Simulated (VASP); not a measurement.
**TiO$_{2}$ (anatase): computed properties**

Computed with PBE GGA, VASP's PBE PAW potentials (set 64) (plane waves; VASP 6.6.1).

For TiO2, the space group is I4_1/amd (141). The cell is a = b = 3.803 Å, c = 9.705 Å, α = β = γ = 90.00°. The volume per atom is 11.70 Å^3/atom and the band gap (over mesh and band path) is 2.09 eV. The smallest direct gap (over mesh and band path) is 2.40 eV. The band gap with spin-orbit coupling is 2.09 eV. The density is 3.78 g/cm³.

```cif
data_O8Ti4
_chemical_formula_sum 'Ti4 O8'
_space_group_name_H-M_alt 'I41/amd :1'
_space_group_IT_number 141
_space_group_name_Hall 'I 4bw 2bw -1bw'
_cell_length_a 3.80294
_cell_length_b 3.80294
_cell_length_c 9.70493
_cell_angle_alpha 90.000
_cell_angle_beta 90.000
_cell_angle_gamma 90.000
loop_
_atom_site_label
_atom_site_type_symbol
_atom_site_symmetry_multiplicity
_atom_site_Wyckoff_symbol
_atom_site_fract_x
_atom_site_fract_y
_atom_site_fract_z
_atom_site_occupancy
Ti1 Ti 4 a 0.00000 0.00000 0.00000 1
O1 O 8 e 0.00000 0.00000 0.20653 1
```
(The calculation used a cell of 6 atoms; values per cell refer to that cell.)

Measured: a 3.784 Å (computed value off by +0.5 %), c 9.514 Å (computed value off by +2.0 %), as given by Horn, Schwerdtfeger, Meagher, Refinement of the structure of anatase at several temperatures, Z. Kristallogr. 136, …. The calculation is for a static lattice, while the measured a, c hold thermal and zero-point effects, which are part of the difference.

The compound is TiO2 in the anatase structure, one of several forms; rutile is the usual stable one. It was relaxed first. Symmetry was kept, so distortions that lower it aren't found.
